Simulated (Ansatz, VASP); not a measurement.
**Two plane-wave programs on Al3Cl**

```
CELL_PARAMETERS angstrom
4.94913 0.00000 0.00000
0.00000 4.94913 0.00000
0.00000 0.00000 4.02468
ATOMIC_POSITIONS crystal
Al 0.00000 0.00000 0.00000
Al 0.50000 0.00000 0.50000
Al 0.00000 0.50000 0.50000
Cl 0.50000 0.50000 0.00000
```

Change from the starting cell: species swapped into the TmMg3 type (P4/mmm, No. 123).

Alike in both runs: task single point; functional PBE; k mesh 4 × 4 × 4; occupations gaussian, width 0.1 eV; no spin polarisation.

|  | VASP | Ansatz |
| --- | --- | --- |
| version | VASP 6.6.1 | Ansatz 0.2.0 |
| potentials or method | VASP PAW PBE potentials, release 64 (Al, Cl) | scalar-relativistic, plane waves, PAW |
| plane-wave cutoff (eV) | 520 | 420 |
| valence electrons in the cell | 16 | 16 |

Ansatz gave:

| Property | Result |
| --- | --- |
| gap on the k mesh at the Fermi level (eV) | none |
| pressure (GPa) | -5.2 |
| largest component of the traceless stress (GPa) | 3.48 |

**Question.** Which values does VASP return?

**Answer.** gap on the k mesh at the Fermi level (eV): none; pressure (GPa): -5.3; largest component of the traceless stress (GPa): 3.48.

A gap of «none» marks a metal or a gap that the smearing closes.

Caveats: the k mesh is coarse (spacing up to 0.39 Å⁻¹), so the values aren't converged.
